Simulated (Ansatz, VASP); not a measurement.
# BeCd: VASP beside Ansatz

One calculation is typed for both programs; each brings its own data sets. How far apart do they land? The cell is generated by rule, not measured, and may not be a known phase. The cell is taken from a series of runs on this material, whose earlier steps may have relaxed, scaled, displaced or heated it; both programs get it as it stands.

Method: plane waves, with VASP 6.6.1 beside it; relaxation of cell and atoms at PBEsol, in Ansatz 0.2.0.

The structure was built from a prototype and need not be the compound's stable phase.

## Step 1: Set-up

It takes space group Pm-3m (No. 221, cubic). The conventional cell has a = 3.057 Å, b = 3.057 Å, c = 3.057 Å, α = 90.00°, β = 90.00°, γ = 90.00°. Nearest to Be lie 8 Cd at 2.65 Å. Nearest to Cd lie 8 Be at 2.65 Å. Farther neighbours are not listed.

## Step 2: VASP: relaxation of cell and atoms, PBEsol

The relaxed volume is the usual yardstick between codes: in a stiff, nearly cubic crystal its relative difference is about their pressure difference at one cell divided by the bulk modulus.

Lines of VASP's logs that name or quote its potential files are left out, and so is its time.

Contents of INCAR:

```
SYSTEM = BeCd
PREC = Accurate
ENCUT = 600
EDIFF = 1E-07
NELM = 120
ISMEAR = 1
SIGMA = 0.2
LREAL = .FALSE.
ALGO = Normal
GGA = PS
NBANDS = 13
LORBIT = 11
LWAVE = .FALSE.
LCHARG = .FALSE.
ISIF = 3
IBRION = 2
NSW = 80
EDIFFG = -0.005
LASPH = .TRUE.
GGA_COMPAT = .FALSE.
NELMIN = 4
KPAR = 2
```

Contents of POSCAR:

```
BeCd
1.0
    3.0570460000      0.0000000000      0.0000000000
    0.0000000000      3.0570460000      0.0000000000
    0.0000000000      0.0000000000      3.0570460000
Be Cd
1 1
Direct
    0.0000000000      0.0000000000      0.0000000000
    0.5000000000      0.5000000000      0.5000000000
```

Contents of KPOINTS:

```
Automatic mesh
0
Gamma
16 16 16
0 0 0
```

PAW data sets: Be and Cd (PBE family, release 64).

Started as:

```console
> mpirun -np 2 vasp_std
```

Numbers of over 12 decimals in the logs are rounded to 6 here.

The log of the run:

```text
[banner, memory and clock lines left out]
running    2 mpi-ranks, on    1 nodes
 distrk:  each k-point on    1 cores,    2 groups
 distr:  one band on    1 cores,    1 groups

 POSCAR found type information on POSCAR BeCd
 POSCAR found :  2 types and       2 ions
|                                                                             |
|               ----> ADVICE to this user running VASP <----                  |
|                                                                             |
|     You enforced a specific xc type in the INCAR file but a different       |
|     [... a line on the potential file left out ...]
|     I HOPE YOU KNOW WHAT YOU ARE DOING!                                     |
|                                                                             |

 LDA part: xc-table for (Slater+PW92), standard interpolation
 POSCAR, INCAR and KPOINTS ok, starting setup
 FFT: planning ... GRIDC
 FFT: planning ... GRID_SOFT
 FFT: planning ... GRID
 WAVECAR not read
 entering main loop
       N       E                     dE             d eps       ncg     rms          rms(c)
DAV:   1     0.845556076104E+02    0.84556E+02   -0.81418E+03  4314   0.117E+03
DAV:   2    -0.275556523524E+01   -0.87311E+02   -0.81764E+02  4795   0.266E+02
DAV:   3    -0.463360228500E+01   -0.18780E+01   -0.18744E+01  5175   0.422E+01
DAV:   4    -0.463707858002E+01   -0.34763E-02   -0.34738E-02  4725   0.194E+00
DAV:   5    -0.463709128141E+01   -0.12701E-04   -0.12701E-04  5206   0.115E-01    0.567E+00
DAV:   6    -0.427636298740E+01    0.36073E+00   -0.11239E+00  4910   0.149E+01    0.465E+00
DAV:   7    -0.426080750077E+01    0.15555E-01   -0.46527E-02  4795   0.191E+00    0.249E+00
DAV:   8    -0.425504604717E+01    0.57615E-02   -0.54653E-03  4785   0.944E-01    0.925E-02
DAV:   9    -0.425497334423E+01    0.72703E-04   -0.24253E-04  4905   0.206E-01    0.236E-02
DAV:  10    -0.425496545338E+01    0.78908E-05   -0.34384E-05  4760   0.759E-02    0.146E-02
DAV:  11    -0.425496559787E+01   -0.14448E-06   -0.22483E-06  5090   0.149E-02    0.102E-02
DAV:  12    -0.425496514375E+01    0.45412E-06   -0.11015E-06  5019   0.127E-02    0.316E-04
DAV:  13    -0.425496515013E+01   -0.63860E-08   -0.41195E-08  2456   0.199E-03
   1 F= -.42549652E+01 E0= -.42546393E+01  d E =-.425497E+01
 curvature:   0.00 expect dE= 0.000E+00 dE for cont linesearch  0.000E+00
 trial: gam= 0.00000 g(F)=  0.000E+00 g(S)=  0.523E-03 ort = 0.000E+00 (trialstep = 0.100E+01)
 search vector abs. value=  0.523E-03
 bond charge predicted
       N       E                     dE             d eps       ncg     rms          rms(c)
DAV:   1    -0.426155663589E+01   -0.65915E-02   -0.11147E-01  4780   0.457E+00    0.597E-01
DAV:   2    -0.425557128070E+01    0.59854E-02   -0.17898E-02  4750   0.200E+00    0.202E-01
DAV:   3    -0.425527951520E+01    0.29177E-03   -0.51025E-04  4660   0.280E-01    0.157E-01
DAV:   4    -0.425519178182E+01    0.87733E-04   -0.83979E-05  4505   0.823E-02    0.100E-02
DAV:   5    -0.425519141913E+01    0.36269E-06   -0.16893E-06  4998   0.139E-02    0.718E-03
DAV:   6    -0.425519144144E+01   -0.22308E-07   -0.20906E-06  4665   0.157E-02    0.228E-03
DAV:   7    -0.425519135533E+01    0.86103E-07   -0.17689E-07  3903   0.526E-03
   2 F= -.42551914E+01 E0= -.42548543E+01  d E =-.226205E-03
 trial-energy change:   -0.000226  1 .order   -0.000231   -0.000523    0.000061
 step:   0.8910(harm=  0.8956)  dis= 0.00000  next Energy=    -4.255195 (dE=-0.230E-03)
 reached required accuracy - stopping structural energy minimisation
```

Parts of OUTCAR (step 2):

```text
ion  position               nearest neighbor table
   1  0.000  0.000  0.000-   2 2.65   2 2.65   2 2.65   2 2.65   2 2.65   2 2.65   2 2.65   2 2.65

  LATTYP: Found a simple cubic cell.
 ALAT       =     3.0570460000

 Subroutine GETGRP returns: Found 48 space group operations
 (whereof 48 operations were pure point group operations)

The static configuration has the point symmetry O_h .

 Found    165 irreducible k-points:

   k-points           NKPTS =    165   k-points in BZ     NKDIM =    165   number of bands    NBANDS=     13

   dimension x,y,z NGX =    24 NGY =   24 NGZ =   24
   dimension x,y,z NGXF=    48 NGYF=   48 NGZF=   48

   ENCUT  =  600.0 eV  44.10 Ry    6.64 a.u.   6.11  6.11  6.11*2*pi/ulx,y,z

   NELECT =      14.0000    total number of electrons

 k-points in reciprocal lattice and weights: Automatic mesh
   0.00000000  0.00000000  0.00000000       0.000
   0.06250000  0.00000000  0.00000000       0.001
   0.12500000  0.00000000  0.00000000       0.001
   0.18750000  0.00000000  0.00000000       0.001
   0.25000000  0.00000000  0.00000000       0.001
   0.31250000  0.00000000  0.00000000       0.001
   0.37500000  0.00000000  0.00000000       0.001
   0.43750000  0.00000000  0.00000000       0.001
   0.50000000  0.00000000  0.00000000       0.001
[...]
0.50000000  0.50000000  0.43750000       0.001
   0.50000000  0.50000000  0.50000000       0.000

 average (electrostatic) potential at core
       1 -36.5680       2 -37.8797

 E-fermi :   5.0830

 k-point     1 :       0.0000    0.0000    0.0000
  band No.  band energies     occupation
    ...
      2      -5.4600      2.00000
      3      -5.4600      2.00000
      4      -4.3185      2.00000
      5      -4.3185      2.00000
      6      -4.3185      2.00000
      7       7.6425     -0.00000
      8       7.6425     -0.00000
      9       7.6425     -0.00000
     10      13.7158      0.00000
     11      13.7158      0.00000
    ...

 k-point     2 :       0.0625    0.0000    0.0000
  band No.  band energies     occupation
    ...
      2      -5.4550      2.00000
      3      -5.4321      2.00000
      4      -4.3369      2.00000
      5      -4.3369      2.00000
      6      -4.3169      2.00000
      7       7.2071     -0.00000
      8       7.7240     -0.00000
      9       7.7240     -0.00000
     10      13.7320      0.00000
     11      13.9952      0.00000
    ...

 k-point     3 :       0.1250    0.0000    0.0000
  band No.  band energies     occupation
    ...
      2      -5.4406      2.00000
      3      -5.3033      2.00000
      4      -4.3889      2.00000
      5      -4.3889      2.00000
      6      -4.3124      2.00000
      7       6.1777     -0.00000
      8       7.9642     -0.00000
      9       7.9642     -0.00000
     10      13.7799      0.00000
     11      14.1357      0.00000
    ...

  Total       -0.0099071     -0.0099071     -0.0099071      0.0000000      0.0000000      0.0000000
  in kB       -0.5521819     -0.5521819     -0.5521819      0.0000000      0.0000000      0.0000000
  external PRESSURE =      -0.5521819 kB  Pullay stress =       0.0000000 kB

  energy-cutoff  :      600.00
  volume of cell :       28.75
      direct lattice vectors                 reciprocal lattice vectors
     3.063312459 -0.000000000 -0.000000000     0.326444009  0.000000000  0.000000000
     0.000000000  3.063312459 -0.000000000     0.000000000  0.326444009  0.000000000
    -0.000000000  0.000000000  3.063312459     0.000000000  0.000000000  0.326444009

 POSITION                                       TOTAL-FORCE (eV/Angst)
 -----------------------------------------------------------------------------------
      0.00000      0.00000      0.00000         0.000000      0.000000      0.000000
      1.53166      1.53166      1.53166        -0.000000      0.000000      0.000000
 -----------------------------------------------------------------------------------
    total drift:                                0.000000     -0.000000     -0.000000

  FREE ENERGIE OF THE ION-ELECTRON SYSTEM (eV)
  ---------------------------------------------------
  free  energy   TOTEN  =        -4.2551913553 eV

  energy  without entropy=       -4.2541802762  energy(sigma->0) =       -4.25485433

 reached required accuracy - stopping structural energy minimisation

 total charge
# of ion       s       p       d       tot
------------------------------------------
    1        0.338   0.499   0.000   0.836
    2        0.530   0.472   9.446  10.448
--------------------------------------------------
tot          0.868   0.971   9.446  11.285

[... 3 further parts left out ...]
```

## Step 3: Ansatz: relaxation of cell and atoms, PBEsol

Ansatz runs on norm-conserving files, of PseudoDojo where its log says so.

The same cell, functional, mesh and smearing now go to Ansatz, which takes its cutoff from its data sets.

Contents of input.yaml:

```yaml
crystal:
  lattice:
    - [3.0570455078, 0.0, 0.0]
    - [0.0, 3.0570455078, 0.0]
    - [0.0, 0.0, 3.0570455078]
  atoms:
    - { symbol: Be, position: [0.0, 0.0, 0.0] }
    - { symbol: Cd, position: [0.5, 0.5, 0.5] }
kpoints:
  mp_grid: { grid: [16, 16, 16] }
hamiltonian:
  xc: pbesol
  pseudopotentials: { kind: nc, accuracy: standard }
scf:
  occupations: { method: methfessel_paxton, width: 0.2 }
output:
  forces: true
  stress: true
  eigenvalues: true
relax:
  adjacent_minimum: "off"
  f_tol: 0.001
  max_steps: 60
  cell: { stress_tol: 0.01 }
```

Started as:

```console
> ansatz run input.yaml --threads 4 --pin off --max-ram 7168MiB --backend cpu --events-out ev --progress --plain --runs-dir out
```

The log of the run:

```text
Engine: ansatz 0.2.0, aarch64-unknown-linux-gnu
Pseudopotentials: kind: nc
Pseudopotential: Be, nc, valence charge 4, recommended cutoff 1197.300995 eV (normal), Be.nc.azcp (PseudoDojo's, or run here from an input of PseudoDojo's; its table is named by hamiltonian.pseudopotentials.accuracy)
Pseudopotential: Cd, nc, valence charge 20, recommended cutoff 1387.780699 eV (normal), Cd.nc.azcp (PseudoDojo's, or run here from an input of PseudoDojo's; its table is named by hamiltonian.pseudopotentials.accuracy)
Functional definition: PBEsol
  exchange = pbesol_x
  correlation = pbesol_c
Crystal: 2 atoms, lattice volume = 28.570 Å³
Basis set: ecut = 1387.780699 eV, 3407 PW (Γ), exchange–correlation on 80×80×80 points (8 copies of the dense FFT grid, shifted against one another)
Bands: 16, of which v1, the nominal top of the filled ones, is band 12 counted from 1 (11 counted from 0)
Symmetry: 48 space group operations
Space group: Pm-3m (ITA 221), of the structure as read, at distance tolerance 3.1e-5 Å
k-points: 165 of 4096
Non-local potential: Be, projectors of the file, l = 0: 2, l = 1: 2
Non-local potential: Cd, projectors of the file, l = 0: 2, l = 1: 2, l = 2: 2
Initial density: superposition of atomic densities (chi_scale 0.1, normalization cell, long waves kept (reshape's long-wave potential 0.00 eV rms))
Initial wavefunctions: pseudopotential atomic-orbital guess
Functional: x = pbesol(κ = 0.804, μ = 0.123457), c = pbesol(β = 0.046)
SCF iter   1: F=—  HF=-5144.892703 eV  |F-HF|=—  |Δ(HF+E_count)|=         —  Δρ=5.74e-2  dr2=1.26e0  ethr=3.10e-3  ⟨swp⟩=6.1  Hψ=15166  notcnv=0
preconditioner: auto → none  [metal: Δε(μ)=0.009 eV  Ē_g=12.249 eV  σ=0.200 eV  W_gap=0.04  n_scr=6 (ndim 8)  ℏωp=26.0 eV  f_vac=0.000  D(μ)=0.70/eV (n_scr^D=6)  sad-step TF]
SCF iter   2: F=—  HF=-5144.567411 eV  |F-HF|=—  |Δ(HF+E_count)|=   3.25e-1  S|Δr|=    0.00e0  Δρ=2.60e-2  dr2=2.42e-1  ethr=3.10e-3  ⟨swp⟩=2.7  Hψ=5663  notcnv=0  defer=5
SCF iter   3: F=—  HF=-5144.480041 eV  |F-HF|=—  |Δ(HF+E_count)|=   8.74e-2  S|Δr|=    0.00e0  Δρ=5.44e-3  dr2=6.46e-3  ethr=1.01e-3  ⟨swp⟩=2.1  Hψ=4344  notcnv=0  defer=6
SCF iter   4: F=—  HF=-5144.478529 eV  |F-HF|=—  |Δ(HF+E_count)|=   1.51e-3  S|Δr|=    0.00e0  Δρ=1.58e-3  dr2=2.30e-4  ethr=2.69e-5  ⟨swp⟩=2.1  Hψ=4809  notcnv=0  defer=6
SCF iter   5: F=—  HF=-5144.478521 eV  |F-HF|=—  |Δ(HF+E_count)|=   8.39e-6  S|Δr|=    0.00e0  Δρ=2.07e-4  dr2=3.37e-6  ethr=9.60e-7  ⟨swp⟩=2.5  Hψ=4571  notcnv=0  defer=6
SCF iter   6: F=—  HF=-5144.478527 eV  |F-HF|=—  |Δ(HF+E_count)|=   6.02e-6  S|Δr|=    0.00e0  Δρ=4.09e-5  dr2=1.03e-7  ethr=1.40e-8  ⟨swp⟩=2.1  Hψ=4576  notcnv=0  defer=6
SCF iter   7: F=-5144.478527 eV  HF=-5144.478527 eV  |F-HF|=8.22e-10  |Δ(HF+E_count)|=   2.77e-8  S|Δr|=    0.00e0  Δρ=3.86e-6  dr2=1.18e-9  ethr=4.17e-10  ⟨swp⟩=8.3  Hψ=15092  notcnv=0
SCF 1 converged in 7 iterations: F = -5144.478527 eV  dr2 = 1.18e-9
relax step   1: F+E_penalty+E_count = -5144.47852677 eV  Δ(F+E_penalty+E_count) = +0.000e0 eV  max|allowed force component| = 4.040e-28 eV/Å  Δτ_max = 0.0000 Å  P = +0.305 GPa  Ω = 28.570 Å³  (7 SCF iters, dr2 threshold 1.00e-7 eV, accepted)
[...]
relax step   2: F+E_penalty+E_count = -5144.47852803 eV  Δ(F+E_penalty+E_count) = -1.257e-6 eV  max|allowed force component| = 8.431e-30 eV/Å  Δτ_max = 0.0000 Å  P = -0.154 GPa  Ω = 28.722 Å³  energy of the carried Pulay correction = -6.895e-5 eV  (4 SCF iters, dr2 threshold 2.00e-7 eV, accepted)
[...]
relax step   3: F+E_penalty+E_count = -5144.47857625 eV  Δ(F+E_penalty+E_count) = -4.823e-5 eV  max|allowed force component| = 1.345e-28 eV/Å  Δτ_max = 0.0000 Å  P = -0.002 GPa  Ω = 28.670 Å³  energy of the carried Pulay correction = -4.575e-5 eV  (4 SCF iters, dr2 threshold 5.95e-8 eV, accepted)
[...]
relax step   4: F+E_penalty+E_count = -5144.47862388 eV  Δ(F+E_penalty+E_count) = -4.763e-5 eV  max|allowed force component| = 1.010e-28 eV/Å  Δτ_max = 0.0000 Å  P = +0.005 GPa  Ω = 28.670 Å³  stress off target by 4.58e-3 GPa  SCF on the basis re-selected at this cell (its energy is not comparable with the rows above)  (6 SCF iters)
basis re-selected at this cell: Δ(F+E_penalty+E_count) = -4.763e-5 eV, ΔP = +0.006 GPa vs the last step (what re-selecting the basis moved, of the pressure what is left beyond the Pulay correction that the steps carried, after the strain that the cell walked since its last selection, with what the two solves' SCF thresholds leave and, on support functions, any second-order correction that the steps lacked; it is no m [...]
SCF converged after 6 iterations
Stability not checked: this state was not tested for a lower state beside it, because cold or Methfessel-Paxton smearing, or corrected tetrahedra, fill the levels in a way that the test cannot read (fill_not_monotonic; see scf.lower_state_search)
Free energy (F): -5144.478624 eV
Harris-Foulkes:  -5144.478624 eV  (|F-HF|=1.82e-12)
Internal energy: -5144.477630 eV  (E = F + TS)
E sigma→0 (E₀):  -5144.478375 eV
Entropy (-TS):   -0.000994 eV (-0.497 meV/atom)
Fermi energy:    14.514879 eV
--- Per-component energies (eV) ---
  E_band       = -568.997618
  E_kinetic    = 1899.123919
  E_local      = -4515.829790  (includes V_loc(G=0)·N_el)
  E_nonlocal   = -164.327405
  E_hartree    = 1433.821841
  E_xc         = -718.862440
  E_vxc        = -655.608016  (∫ρ·V_xc dr)
  E_ewald      = -3078.403755
  E_smearing   = -0.000994  (= −TS)
  E_closure    = 0.000000  (closes the sum)
  Σ components = -5144.478624   (vs F -5144.478624, Δ=0.00e0)
--- Forces (eV/Å), atoms counted from 1 ---
  atom   1  Be    -0.00000000     0.00000000     0.00000000
  atom   2  Cd     0.00000000     0.00000000    -0.00000000
  max |Σ_I F_I| component: 2.02e-28 eV/Å
--- Stress (GPa, compression-positive) ---
        0.004579       0.000000      -0.000000
        0.000000       0.004579       0.000000
       -0.000000       0.000000       0.004579
  P = ⅓ Tr σ = 0.0046 GPa (0.046 kbar)
--- Band table (eV; the first three rows and the last of 165) ---
  k-point 0: bands = [... 8 lower, 5.1196, 5.1196, 5.1196, 17.0316, 17.0316, 17.0316, 23.1648, 23.1648]
  k-point 1: bands = [... 8 lower, 5.1010, 5.1010, 5.1212, 16.6031, 17.1141, 17.1141, 23.1749, 23.4403]
  k-point 2: bands = [... 8 lower, 5.0487, 5.0487, 5.1258, 15.5854, 17.3572, 17.3572, 23.2045, 23.5848]
  k-point 164: bands = [... 8 lower, 5.5686, 5.5686, 15.9665, 15.9665, 15.9665, 15.9778, 15.9778, 15.9778]
--- Relaxed structure (3 steps of the walk, 3 accepted, 1 SCFs on fresh bases) ---
  F+E_penalty+E_count = -5144.47862388 eV   max|allowed force component| = 1.010e-28 eV/Å   (the final SCF, on the basis selected at the relaxed cell)
  cell:  # Å, volume = 28.6705 Å³
    - [3.060635, 0, 0]
    - [0, 3.060635, 0]
    - [0, 0, 3.060635]
  atoms:
    - { symbol: Be, position: [0, 0, 0] }
    - { symbol: Cd, position: [0.500000, 0.500000, 0.500000] }
```

## Step 4: Differences

Known differences besides the potentials themselves: the data sets hold 24 valence electrons in Ansatz (on norm-conserving files, of PseudoDojo where its log says so) and 14 in VASP; the cutoff is 1387.78 eV in Ansatz and 600 eV in VASP; Ansatz adds a Pulay correction to the stress that steers its cell, VASP none. Total energies have different zeros and are not compared.

The two programs side by side:

```tsv
quantity	Ansatz	VASP	difference
volume (Å³)	28.67	28.75	-0.26 %
edge a after relaxation, in the typed setting (Å)	3.061	3.063	-0.09 %
```

## Step 5: What came out

```json
{
 "difference in volume (relaxation of cell and atoms, PBEsol)": "-0.26 %"
}
```

In words: The difference in volume is -0.26 % (relaxation of cell and atoms, PBEsol), within the 1.2 % picked in this series as the mark of a large difference, as far as the stopping tolerances let one tell. The data sets hold unlike numbers of valence electrons (24 in Ansatz and 14 in VASP), so part of the differences comes from the potentials. 1 further run of this series is not shown here. Such differences can come from data sets, numerical settings and the points named under the comparisons, not from the functional's error against experiment.

[Lines on the potential files, build, host, timing and source positions are cut from VASP's logs without a mark.]

[Logs are printed without paths, hosts, clocks, repeated set-up lines and the standing remarks that a program may print on its own settings, such as how far it seeks lower states.]

[Hosts, paths, dates, database ids (printed as entryN), source tags and the programs' standing remarks are cut or masked in the printed files.]
